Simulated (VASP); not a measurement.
Method: PBEsol GGA, VASP's PBE PAW potentials (set 64) (plane waves; VASP).

The input files of a VASP run:

INCAR:
```
! general
SYSTEM  =  K(111) slab
PREC    =  Normal
ENCUT   =  400
LREAL   =  .FALSE.
LASPH   =  .TRUE.

! electronic loop
EDIFF   =  1E-6
NELM    =  100
NELMIN  =  4
ALGO    =  Normal

! smearing
ISMEAR  =  1
SIGMA   =  0.1

! functional
GGA     =  PS

! output
LWAVE   =  .FALSE.
LCHARG  =  .FALSE.
LORBIT  =  11
LVHAR   =  .TRUE.

! other
LDIPOL  =  .TRUE.
IDIPOL  =  3
DIPOL   =  0.5 0.5 0.5
```

**POSCAR**
```
K(111) slab
1
    7.3676091111     0.0000000000     0.0000000000
   -3.6838045555     6.3805363995     0.0000000000
    0.0000000000     0.0000000000    23.8236853174
K
6
Direct
  0.3333330000   0.6666670000   0.3527929814
  0.0000000000   1.0000000000   0.4098953615
  0.6666670000   0.3333330000   0.4572614930
  0.3333330000   0.6666670000   0.5427385070
  0.0000000000   0.0000000000   0.5901046385
  0.6666670000   0.3333330000   0.6472070186
```

KPOINTS:
```
Automatic
0
G
 5 5 1
```

POTCAR, in this order: K_sv (PBE.64 set). Program: vasp_std. Read from the step before: WAVECAR.

What VASP printed:

File OUTCAR:
```
 ion  position               nearest neighbor table
   1  0.333  0.667  0.353-
   2  0.000  0.000  0.410-
   3  0.667  0.333  0.457-
   4  0.333  0.667  0.543-
   5  0.000  0.000  0.590-
   6  0.667  0.333  0.647-
  LATTYP: Found a hexagonal cell.
 ALAT       =     7.3676091111
 C/A-ratio  =     3.2335707498
 Subroutine PRICEL returns:
 Original cell was already a primitive cell.
 Subroutine GETGRP returns: Found 12 space group operations
The static configuration has the point symmetry D_3d.
The dynamic configuration has the point symmetry D_3d.
 Subroutine INISYM returns: Found 12 space group operations
 Subroutine IBZKPT returns following result:
 Found      5 irreducible k-points:

 Following reciprocal coordinates:
            Coordinates               Weight
  0.000000  0.000000  0.000000      1.000000
  0.200000  0.000000  0.000000      6.000000
  0.400000  0.000000  0.000000      6.000000
  0.200000  0.200000  0.000000      6.000000
  0.400000  0.200000  0.000000      6.000000
   k-points           NKPTS =      5   k-points in BZ     NKDIM =      5   number of bands    NBANDS=     32
   number of dos      NEDOS =    301   number of ions     NIONS =      6
   total plane-waves  NPLWV = 155520
   dimension x,y,z NGX =    36 NGY =   36 NGZ =  120
   dimension x,y,z NGXF=    72 NGYF=   72 NGZF=  240
   ions per type =               6
   PREC   = normal    normal or accurate (medium, high low for compatibility)
   ISTART =      1    job   : 0-new  1-cont  2-samecut
   ICHARG =      0    charge: 1-file 2-atom 10-const
   ISPIN  =      1    spin polarized calculation?
   LNONCOLLINEAR =      F non collinear calculations
   LSORBIT =      F    spin-orbit coupling
   INIWAV =      1    electr: 0-lowe 1-rand  2-diag
   ENCUT  =  400.0 eV  29.40 Ry    5.42 a.u.  12.01 12.01 38.85*2*pi/ulx,y,z
...
```

File OSZICAR:
```
       N       E                     dE             d eps       ncg     rms          rms(c)
DAV:   1    -0.586974537516E+01   -0.58697E+01   -0.20715E-05   352   0.188E-02    0.349E-03
DAV:   2    -0.586974556513E+01   -0.18997E-06   -0.48766E-06   440   0.101E-02    0.219E-03
DAV:   3    -0.586974557706E+01   -0.11923E-07   -0.22707E-07   240   0.341E-03    0.931E-04
DAV:   4    -0.586974558639E+01   -0.93378E-08   -0.57776E-08   192   0.149E-03
   1 F= -.58697456E+01 E0= -.58655418E+01  d E =-.126114E-01
```

### OUTCAR
```
------------------------ aborting loop because EDIFF is reached ----------------------------------------
  FORCE on cell =-STRESS in cart. coord.  units (eV):
  Direction    XX          YY          ZZ          XY          YZ          ZX
  --------------------------------------------------------------------------------------
  Total        0.0433975      0.0433975     -0.2086088      0.0000000     -0.0000000     -0.0000000
  in kB        0.0620844      0.0620844     -0.2984355      0.0000000     -0.0000000     -0.0000000
  external PRESSURE =      -0.0580889 kB  Pullay stress =       0.0000000 kB
  volume of cell :     1119.93
      direct lattice vectors                 reciprocal lattice vectors
     7.367609111  0.000000000  0.000000000     0.135729242  0.078363318  0.000000000
    -3.683804556  6.380536400  0.000000000     0.000000000  0.156726635  0.000000000
     0.000000000  0.000000000 23.823685317     0.000000000  0.000000000  0.041975034
 POSITION                                       TOTAL-FORCE (eV/Angst)
 -----------------------------------------------------------------------------------
     -0.00000      4.25369      8.40483         0.000000      0.000000      0.027480
      0.00000      0.00000      9.76522        -0.000000     -0.000000     -0.012306
      3.68381      2.12684     10.89365         0.000000      0.000000      0.021013
     -0.00000      4.25369     12.93003        -0.000000      0.000000     -0.021013
      0.00000      0.00000     14.05847        -0.000000      0.000000      0.012306
      3.68381      2.12684     15.41886         0.000000      0.000000     -0.027480
 -----------------------------------------------------------------------------------
    total drift:                                0.000000     -0.000000      0.000000
  FREE ENERGIE OF THE ION-ELECTRON SYSTEM (eV)
  ---------------------------------------------------
  free  energy   TOTEN  =        -5.8697455864 eV

  energy  without entropy=       -5.8571341844  energy(sigma->0) =       -5.86554179

 total charge

# of ion       s       p       d       tot
------------------------------------------
    1        1.982   5.539   0.004   7.524
    2        1.986   5.538   0.004   7.528
    3        1.977   5.546   0.006   7.529
    4        1.977   5.546   0.006   7.529
    5        1.986   5.538   0.004   7.528
    6        1.982   5.539   0.004   7.524
--------------------------------------------------
tot         11.890  33.245   0.028  45.163
```
(Selected blocks of OUTCAR.)

The cell is a thin slab with vacuum, built from K (bcc): (111) face.
